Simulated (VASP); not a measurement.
Level of theory: LDA (Ceperley-Alder, Perdew-Zunger), VASP's LDA PAW potentials (set 64) (plane waves; VASP).

Input for VASP

**KPOINTS**
```
Automatic
0
Gamma
5 5 5
```

File POSCAR:
```
CrPbO3
1
    3.7097300000     0.0000000000     0.0000000000
    0.0000000000     3.7097300000     0.0000000000
    0.0000000000     0.0000000000     3.7097300000
Pb Cr O
1 1 3
Direct
  0.0000000000   0.0000000000   0.0000000000
  0.5000000000   0.5000000000   0.5000000000
  0.0000000000   0.5000000000   0.5000000000
  0.5000000000   0.5000000000   0.0000000000
  0.5000000000   0.0000000000   0.5000000000
```

INCAR:
```
ALGO = Normal
EDIFF = 1E-6
ENCUT = 400
ISIF = 2
ISMEAR = -1
ISPIN = 2
LASPH = .TRUE.
LCHARG = .FALSE.
LMAXMIX = 4
LORBIT = 11
LREAL = .FALSE.
LWAVE = .FALSE.
MAGMOM = 0.0 3.0 0.0 0.0 0.0
NELM = 100
PREC = Accurate
SIGMA = 0.05
SYSTEM = CrPbO3
```

POTCAR, in this order: Pb_d Cr_pv O (LDA.64 set). Program: vasp_std.

Output of the run:

File OUTCAR:
```
 ion  position               nearest neighbor table
   1  0.000  0.000  0.000-   3 2.62   4 2.62   5 2.62   3 2.62   5 2.62   3 2.62   4 2.62   3 2.62
                             4 2.62   5 2.62   5 2.62   4 2.62   2 3.21   2 3.21   2 3.21   2 3.21
   2  0.500  0.500  0.500-   3 1.85   4 1.85   5 1.85   4 1.85   5 1.85   3 1.85   1 3.21   1 3.21
                             1 3.21   1 3.21   1 3.21   1 3.21   1 3.21   1 3.21
   3  0.000  0.500  0.500-   2 1.85   2 1.85   1 2.62   1 2.62   1 2.62   1 2.62
   4  0.500  0.500  0.000-   2 1.85   2 1.85   1 2.62   1 2.62   1 2.62   1 2.62
   5  0.500  0.000  0.500-   2 1.85   2 1.85   1 2.62   1 2.62   1 2.62   1 2.62
  LATTYP: Found a simple cubic cell.
 ALAT       =     3.7097300000
 Subroutine PRICEL returns:
 Original cell was already a primitive cell.
 Subroutine GETGRP returns: Found 48 space group operations
The static configuration has the point symmetry O_h .
The dynamic configuration has the point symmetry O_h .
The overall configuration has the point symmetry O_h .
 Subroutine INISYM returns: Found 48 space group operations
 Subroutine IBZKPT returns following result:
 Found     10 irreducible k-points:

 Following reciprocal coordinates:
            Coordinates               Weight
  0.000000  0.000000  0.000000      1.000000
  0.200000  0.000000  0.000000      6.000000
  0.400000  0.000000  0.000000      6.000000
  0.200000  0.200000  0.000000     12.000000
  0.400000  0.200000  0.000000     24.000000
  0.400000  0.400000  0.000000     12.000000
  0.200000  0.200000  0.200000      8.000000
  0.400000  0.200000  0.200000     24.000000
  0.400000  0.400000  0.200000     24.000000
  0.400000  0.400000  0.400000      8.000000
   k-points           NKPTS =     10   k-points in BZ     NKDIM =     10   number of bands    NBANDS=     28
   number of dos      NEDOS =    301   number of ions     NIONS =      5
   total plane-waves  NPLWV =  13824
   dimension x,y,z NGX =    24 NGY =   24 NGZ =   24
   dimension x,y,z NGXF=    48 NGYF=   48 NGZF=   48
   ions per type =               1   1   3
   PREC   = accura    normal or accurate (medium, high low for compatibility)
   ISTART =      0    job   : 0-new  1-cont  2-samecut
...
```

OSZICAR:
```
       N       E                     dE             d eps       ncg     rms          rms(c)
DAV:   1     0.501597832640E+03    0.50160E+03   -0.19972E+04  1128   0.162E+03
DAV:   2     0.789207917279E+01   -0.49371E+03   -0.46677E+03  1200   0.483E+02
DAV:   3    -0.469880634332E+02   -0.54880E+02   -0.53511E+02  1340   0.177E+02
DAV:   4    -0.489331544892E+02   -0.19451E+01   -0.19351E+01  1304   0.334E+01
DAV:   5    -0.489983580511E+02   -0.65204E-01   -0.65121E-01  1552   0.635E+00    0.304E+01
DAV:   6    -0.441530320361E+02    0.48453E+01   -0.93486E+01  1436   0.753E+01    0.272E+01
DAV:   7    -0.411852030074E+02    0.29678E+01   -0.63811E+01  1196   0.794E+01    0.132E+01
DAV:   8    -0.401358514696E+02    0.10494E+01   -0.33617E+00  1188   0.154E+01    0.559E+00
DAV:   9    -0.398181693216E+02    0.31768E+00   -0.13478E+00  1392   0.927E+00    0.278E+00
DAV:  10    -0.398524850715E+02   -0.34316E-01   -0.92053E-02  1364   0.230E+00    0.217E+00
DAV:  11    -0.398805568281E+02   -0.28072E-01   -0.24622E-02  1524   0.123E+00    0.156E+00
DAV:  12    -0.398876090211E+02   -0.70522E-02   -0.11411E-01  1308   0.237E+00    0.105E+00
DAV:  13    -0.398971007573E+02   -0.94917E-02   -0.18576E-02  1256   0.113E+00    0.279E-01
DAV:  14    -0.398966795880E+02    0.42117E-03   -0.17961E-03  1548   0.300E-01    0.248E-01
DAV:  15    -0.398969740520E+02   -0.29446E-03   -0.12029E-03  1560   0.305E-01    0.399E-02
DAV:  16    -0.398969739306E+02    0.12140E-06   -0.76376E-05  1428   0.538E-02    0.373E-02
DAV:  17    -0.398969807309E+02   -0.68004E-05   -0.14445E-05  1172   0.335E-02    0.126E-02
DAV:  18    -0.398969787588E+02    0.19721E-05   -0.10118E-05  1028   0.302E-02    0.113E-02
DAV:  19    -0.398969798467E+02   -0.10879E-05   -0.20569E-06   860   0.119E-02    0.271E-03
DAV:  20    -0.398969798544E+02   -0.76898E-08   -0.15113E-07   660   0.379E-03
   1 F= -.39896980E+02 E0= -.39892832E+02  d E =-.829518E-02  mag=    -0.0001
```

**OUTCAR**
```
------------------------ aborting loop because EDIFF is reached ----------------------------------------
  FORCE on cell =-STRESS in cart. coord.  units (eV):
  Direction    XX          YY          ZZ          XY          YZ          ZX
  --------------------------------------------------------------------------------------
  Total        1.8723634      1.8723634      1.8723634     -0.0000000     -0.0000000     -0.0000000
  in kB       58.7589232     58.7589232     58.7589232     -0.0000000     -0.0000000     -0.0000000
  external PRESSURE =      58.7589232 kB  Pullay stress =       0.0000000 kB
  volume of cell :       51.05
      direct lattice vectors                 reciprocal lattice vectors
     3.709730000  0.000000000  0.000000000     0.269561397  0.000000000  0.000000000
     0.000000000  3.709730000  0.000000000     0.000000000  0.269561397  0.000000000
     0.000000000  0.000000000  3.709730000     0.000000000  0.000000000  0.269561397
 POSITION                                       TOTAL-FORCE (eV/Angst)
 -----------------------------------------------------------------------------------
      0.00000      0.00000      0.00000         0.000000      0.000000      0.000000
      1.85486      1.85486      1.85486         0.000000      0.000000      0.000000
      0.00000      1.85486      1.85486         0.000000      0.000000      0.000000
      1.85486      1.85486      0.00000         0.000000      0.000000      0.000000
      1.85486      0.00000      1.85486         0.000000      0.000000      0.000000
 -----------------------------------------------------------------------------------
    total drift:                                0.000000     -0.000000     -0.000000
  FREE ENERGIE OF THE ION-ELECTRON SYSTEM (eV)
  ---------------------------------------------------
  free  energy   TOTEN  =       -39.8969798544 eV

  energy  without entropy=      -39.8886846763  energy(sigma->0) =      -39.89283227

 total charge

# of ion       s       p       d       tot
------------------------------------------
    1        1.537   0.423   9.888  11.848
    2        0.373   6.541   4.264  11.179
    3        1.590   3.471   0.000   5.061
    4        1.590   3.471   0.000   5.061
    5        1.590   3.471   0.000   5.061
--------------------------------------------------
tot          6.680  17.378  14.153  38.210

 magnetization (x)

# of ion       s       p       d       tot
------------------------------------------
    1        0.000   0.000   0.000   0.000
    2       -0.000   0.000  -0.000  -0.000
    3       -0.000   0.000   0.000   0.000
    4       -0.000   0.000   0.000   0.000
    5       -0.000   0.000   0.000   0.000
--------------------------------------------------
tot          0.000   0.000  -0.000  -0.000
```
(Selected blocks of OUTCAR.)

At this cut-off the stress carries a Pulay error, which pulls relaxed volumes low. The moments were started parallel, and other spin orders were not tried in this run.

The structure was generated: CrPbO3 was put into an ordered model structure, which need not be its known phase. The cell was not relaxed at this level. The k-mesh is coarse (spacing up to 0.34 per Å, 2π included), so the numbers may not be converged in it.
